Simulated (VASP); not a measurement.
# NbAl2N3 in VASP: further runs, part 2 of 2

VASP 6.6.1. Earlier steps stand in the parts before.

## Step 5: Relaxation of cell and atoms, PBE

This run uses another cell than the first one, of 12.48 Å³/atom, 1.118 times its volume.

Input file INCAR:

```
ALGO     = Fast           # electronic algorithm
EDIFF    = 1E-4           # SCF threshold, eV
EDIFFG   = -0.08          # ionic threshold
ENCUT    = 520            # plane-wave cutoff, eV
GGA      = PE             # functional
IBRION   = 2              # ionic algorithm
ISIF     = 3              # what is computed and relaxed
ISMEAR   = 0              # smearing method
KPAR     = 2            
LASPH    = T              # aspherical terms in the spheres
LCHARG   = F              # write CHGCAR
LREAL    = F              # projectors in reciprocal space
LWAVE    = F              # write WAVECAR
NELM     = 60             # most SCF steps
NSW      = 24             # ionic steps
PREC     = Normal         # precision mode
SIGMA    = 0.15           # smearing width, eV
```

Input file KPOINTS:

```
k-points
0
Gamma
  5 5 2
```

Input file POSCAR:

```
NbAl2N3
1.0
    3.5900728500      0.0000000000      0.0000000000
   -1.7950364300      3.1090942900      0.0000000000
    0.0000000000      0.0000000000      6.7094975000
Al Nb N
2 1 3
Direct
    0.6666666700      0.3333333300      0.2480740000
    0.6666666700      0.3333333300      0.7519260000
    0.0000000000      0.0000000000      0.0000000000
    0.0000000000      0.0000000000      0.5000000000
    0.3333333300      0.6666666700      0.0000000000
    0.3333333300      0.6666666700      0.5000000000
```

Potentials or basis: VASP PAW PBE potentials, release 64 (Al, Nb_sv, N).

Launch:

```sh
$ cat potpaw_PBE.64/Al/POTCAR potpaw_PBE.64/Nb_sv/POTCAR potpaw_PBE.64/N/POTCAR > POTCAR
$ mpirun -np 2 vasp_std > vasp.out
```

OUTCAR:

```text
EDIFF = 1E-4
   EDIFFG = -0.08
   ENCUT = 520
   GGA = PE
   IBRION = 2
   ISIF = 3
   ISMEAR = 0
   LASPH = T
   LREAL = F
   NELM = 60
   NSW = 24
   PREC = Normal

 ion  position               nearest neighbor table
   1  0.667  0.333  0.248-   3 2.66   3 2.66   3 2.66   2 3.33
   2  0.667  0.333  0.752-   3 2.66   3 2.66   3 2.66   1 3.33
   3  0.000  0.000  0.000-   5 2.07   5 2.07   5 2.07   1 2.66   2 2.66   2 2.66   1 2.66   2 2.66
                             1 2.66
   4  0.000  0.000  0.500-
   5  0.333  0.667  0.000-   3 2.07   3 2.07   3 2.07
   6  0.333  0.667  0.500-

  LATTYP: Found a hexagonal cell.
 ALAT       =     3.5900728500
 C/A-ratio  =     1.8689028831

  Lattice vectors:

 A1 = (   3.5900728500,   0.0000000000,   0.0000000000)
 A2 = (  -1.7950364300,   3.1090942900,   0.0000000000)
 A3 = (   0.0000000000,   0.0000000000,   6.7094975000)

Analysis of symmetry for initial positions (statically):
=====================================================================
 Subroutine PRICEL returns:
 Original cell was already a primitive cell.

 Routine SETGRP: Setting up the symmetry group for a
 hexagonal supercell.

 Subroutine GETGRP returns: Found 12 space group operations
 (whereof 12 operations were pure point group operations)
 out of a pool of 24 trial point group operations.

The static configuration has the point symmetry D_3h.

Analysis of symmetry for dynamics (positions and initial velocities):
=====================================================================
 Subroutine PRICEL returns:
 Original cell was already a primitive cell.

 Routine SETGRP: Setting up the symmetry group for a
 hexagonal supercell.

 Subroutine GETGRP returns: Found 12 space group operations
 (whereof 12 operations were pure point group operations)
 out of a pool of 24 trial point group operations.

[... 114 lines left out ...]
  volume/ion in A,a.u.               =      12.48        84.23
  Fermi-wavevector in a.u.,A,eV,Ry     =   1.258226  2.377703 21.539837  1.583133
  Thomas-Fermi vector in A             =   2.391846
   LORBIT       =      0    0 simple, 1 ext, 2 COOP (PROOUT), +10 PAW based schemes
   GGA     = PE    functional components
   LHFCALC =     F    Hartree Fock is set to
   AEXX    =    0.0000 exact exchange contribution
   IVDW    =     0    specifies the selected vdW correction
   LEPSILON=     F    determine dielectric tensor
   LRPA    =     F    only Hartree local field effects (RPA)
 conjugate gradient relaxation of ions
 non-spin polarized calculation
 RMM-DIIS sequential band-by-band and
 Gauss-broadening in eV      SIGMA  =   0.15
  energy-cutoff  :      520.00
  volume of cell :       74.89
 maximum number of plane-waves:      2053
   NGX = 13   NGY = 13   NGZ = 25

--------------------------------------- Ionic step        1  -------------------------------------------

 number of electron      33.9999989 magnetization

 Free energy of the ion-electron system (eV)
  ---------------------------------------------------
  ext. energy  EPLUGINS =         0.00000000
  ---------------------------------------------------
  free energy    TOTEN  =       -35.60325018 eV

  energy without entropy =      -35.57644363  energy(sigma->0) =      -35.58984691

------------------------ aborting loop because EDIFF is reached ----------------------------------------

  FORCE on cell =-STRESS in cart. coord.  units (eV):
  Direction    XX          YY          ZZ          XY          YZ          ZX
  --------------------------------------------------------------------------------------
  -------------------------------------------------------------------------------------
  Total       -1.2006125     -1.2006125      1.2854135      0.0000000      0.0000000     -0.0000000
  in kB      -25.6853982    -25.6853982     27.4995943      0.0000000      0.0000000     -0.0000000
  external PRESSURE =      -7.9570673 kB  Pullay stress =       0.0000000 kB
[... 101 lines left out ...]
  FREE ENERGIE OF THE ION-ELECTRON SYSTEM (eV)
  ---------------------------------------------------
  free  energy   TOTEN  =       -38.2666460853 eV

  energy  without entropy=      -38.2048265509  energy(sigma->0) =      -38.23573632

[... ionic steps 4 to 10 ...]

--------------------------------------- Ionic step       11  -------------------------------------------

 number of electron      33.9999980 magnetization

------------------------ aborting loop because EDIFF is reached ----------------------------------------
[... 75 lines left out ...]
--------------------------------------- Ionic step       13  -------------------------------------------

 number of electron      33.9999981 magnetization

 Free energy of the ion-electron system (eV)
  ---------------------------------------------------
  ext. energy  EPLUGINS =         0.00000000
  ---------------------------------------------------
  free energy    TOTEN  =       -38.45085325 eV

  energy without entropy =      -38.38625728  energy(sigma->0) =      -38.41855527

 E-fermi :   8.3275     XC(G=0): -11.1463

 val. band max:        8.3065395130   @ k =   0.2000   0.0000   0.0000
 cond. band min:       8.3407495163   @ k =   0.4000   0.2000   0.0000
 fundamental gap:      0.0342100033
 Fermi energy:         8.3275432004

 k-point     1 :       0.0000    0.0000    0.0000
  band No.  band energies     occupation
      1     -47.3158      2.00000
      2     -23.3861      2.00000
      3     -23.3861      2.00000
      4     -23.3320      2.00000
      5     -10.1516      2.00000
      6      -7.2705      2.00000
[... 262 lines left out ...]
  FREE ENERGIE OF THE ION-ELECTRON SYSTEM (eV)
  ---------------------------------------------------
  free  energy   TOTEN  =       -38.4508532491 eV

  energy  without entropy=      -38.3862572828  energy(sigma->0) =      -38.41855527

 reached required accuracy - stopping structural energy minimisation
```

CONTCAR:

```text
NbAl2N3
   1.00000000000000
     3.4444940076008024    0.0000000002314617   -0.0000000000000000
    -1.7222470083971977    2.9830193140571097   -0.0000000000000000
    -0.0000000000000000   -0.0000000000000000    7.2689173075151485
  Al              Nb              N
     2     1     3
Direct
     0.6666666699999979    0.3333333300000021    0.3307732336689024
     0.6666666699999979    0.3333333300000021    0.6692267663310978
     0.0000000000000000    0.0000000000000000    0.0000000000000000
     0.0000000000000000    0.0000000000000000    0.5000000000000000
     0.3333333300000021    0.6666666699999979    0.0000000000000000
     0.3333333300000021    0.6666666699999979    0.5000000000000000

  0.00000000E+00  0.00000000E+00  0.00000000E+00
  0.00000000E+00  0.00000000E+00  0.00000000E+00
  0.00000000E+00  0.00000000E+00  0.00000000E+00
  0.00000000E+00  0.00000000E+00  0.00000000E+00
  0.00000000E+00  0.00000000E+00  0.00000000E+00
  0.00000000E+00  0.00000000E+00  0.00000000E+00
```

It took 36 s on 2 MPI ranks of Intel Xeon Platinum 8488C (Sapphire Rapids), shared host; peak memory 0.15 GiB.

What came out:

```
Free energy                            : -38.4509 eV
Relaxed volume                         : 12.45 Å³/atom
Relaxed cell                           : a = 3.444 Å, b = 3.444 Å, c = 7.269 Å, α = 90.00°, β = 90.00°, γ = 120.00°
Space group after relaxing (to 0.05 Å) : P-6m2 (No. 187)
Energy gained by relaxing              : 474.6 meV/atom
Ionic steps                            : 13
Pressure after relaxing                : -0.3 GPa
Largest force after relaxing           : 0.045 eV/Å
Band gap on the k mesh                 : none (metal or under the smearing width)
```

Forces in eV/Å, atoms in the order of the input:
```
Al   0.000  0.000  0.045
Al   0.000  0.000 -0.045
Nb   0.000  0.000  0.000
N    0.000  0.000  0.000
N    0.000  0.000  0.000
N    0.000  0.000  0.000
```

The path:
| step | energy change (eV) | largest force (eV/Å) | pressure (GPa) | volume (Å³) |
| --- | --- | --- | --- | --- |
| 1 | 0.0000 | 4.0203 | -0.80 | 74.89 |
| 2 | -1.4517 | 3.0439 | -3.61 | 74.21 |
| 3 | -2.6634 | 0.6311 | -1.89 | 73.20 |
| 4 | -2.6839 | 0.9508 | 0.49 | 72.84 |
| 5 | -2.7116 | 0.1244 | -0.90 | 73.01 |
| 6 | -2.8073 | 0.1616 | 4.76 | 71.89 |
| 7 | -2.8130 | 0.1239 | 3.74 | 72.08 |
| 8 | -2.8402 | 0.2548 | -0.98 | 75.43 |
| 9 | -2.8442 | 0.2099 | -0.17 | 74.50 |
| 10 | -2.8439 | 0.1963 | 0.41 | 74.25 |
| 11 | -2.8442 | 0.1687 | 0.57 | 74.32 |
| 12 | -2.8443 | 0.2236 | 0.38 | 74.41 |
| 13 | -2.8476 | 0.0452 | -0.28 | 74.69 |

Final structure:
```
Al Nb N
1.0
     3.44449    0.00000    0.00000
    -1.72225    2.98302    0.00000
     0.00000    0.00000    7.26892
Al Nb N
2 1 3
Direct
  0.66667 0.33333 0.33077
  0.66667 0.33333 0.66923
  0.00000 0.00000 0.00000
  0.00000 0.00000 0.50000
  0.33333 0.66667 0.00000
  0.33333 0.66667 0.50000
```

Levels at points of the mesh, in eV from the Fermi level:
```
           k point  band 13  band 14  band 15  band 16  band 17  band 18  band 19  band 20  band 21
(0.00, 0.00, 0.00)    -4.78    -4.02    -1.47    -1.47     0.04     0.66     0.66     1.18     1.25
(0.00, 0.00, 0.50)    -5.23    -2.28    -1.48    -1.48    -0.77     0.05     0.70     0.70     1.79
```

Caveat: the k mesh is coarse (spacing up to 0.47 Å⁻¹), so the values aren't converged; the relaxation stopped at a loose force limit of 0.08 eV/Å, so its end isn't a converged minimum.
